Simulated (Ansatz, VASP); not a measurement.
Given: the input of a run of VASP 6.6.1 on AlSi2Cl.

Contents of INCAR:

```
SYSTEM = AlSi2Cl
PREC = Accurate
ENCUT = 520
EDIFF = 1E-7
ISMEAR = -1
SIGMA = 0.05
LREAL = .FALSE.
LASPH = .TRUE.
NELM = 80
ALGO = Normal
ISIF = 2
LWAVE = .FALSE.
LCHARG = .FALSE.
GGA = PE
NBANDS = 17
```

Contents of KPOINTS:

```
Automatic mesh
0
G
  8 8 6
  0 0 0
```

File POSCAR:

```
AlSi2Cl
1.0
    3.8774048083      0.0000000000      0.0000000000
   -1.9387024041      3.3579310604      0.0000000000
    0.0000000000      0.0000000000      5.0877274405
Al Si Cl
1 2 1
Direct
    0.6666666700      0.3333333300      0.5000000000
    0.0000000000      0.0000000000      0.7468175900
    0.0000000000      0.0000000000      0.2531824100
    0.3333333300      0.6666666700      0.0000000000
```

Potentials or basis: VASP PAW PBE potentials, release 64 (Al, Si, Cl).

The run is started by

```console
$ cat potpaw_PBE.64/Al/POTCAR potpaw_PBE.64/Si/POTCAR potpaw_PBE.64/Cl/POTCAR > POTCAR
$ mpirun -np 1 vasp_std > vasp.out
```

Translate it to Ansatz 0.2.0. Potentials there: all-electron LAPW, scalar-relativistic.

As run (the cutoff follows the program's own potentials):

input.yaml

```yaml
crystal:
  lattice:
    - [3.8774048083, 0.0, 0.0]
    - [-1.9387024041, 3.3579310604, 0.0]
    - [0.0, 0.0, 5.0877274405]
  atoms:
    - { symbol: Al, position: [0.66666667, 0.33333333, 0.5] }
    - { symbol: Si, position: [0.0, 0.0, 0.74681759] }
    - { symbol: Si, position: [0.0, 0.0, 0.25318241] }
    - { symbol: Cl, position: [0.33333333, 0.66666667, 0.0] }
kpoints:
  mp_grid: { grid: [8, 8, 6] }
scf:
  occupations: { method: fermi_dirac, width: 0.05 }
hamiltonian:
  xc: pbe
  pseudopotentials: { kind: all_electron, lapw: { basis_error: 0.001 } }
output:
  forces: true
  stress: true
  eigenvalues: true
```

Potentials or basis: all-electron LAPW, scalar-relativistic.

The run is started by

```console
$ ansatz run input.yaml --threads 2 --pin off --max-ram 6144MiB --backend cpu --events-out ev --progress --plain --runs-dir out
```

Both were run:

|  | VASP | Ansatz | Ansatz less VASP |
| --- | --- | --- | --- |
| gap on the k mesh at the Fermi level (eV) | none | none | - |
| pressure (GPa) | 14.2 | 14.2 | -0.02 |
| largest component of the traceless stress (GPa) | 6.04 | 5.93 | -0.109 |
| rms of the force components (eV/Å) | 0.377 | 0.377 | -0.0003 |

Atom by atom the forces differ by 0.000 eV/Å (rms over components). A gap of «none» marks a metal or a gap that the smearing closes. Ansatz ran all-electron here, so the differences hold the error of VASP's frozen core and of both bases.
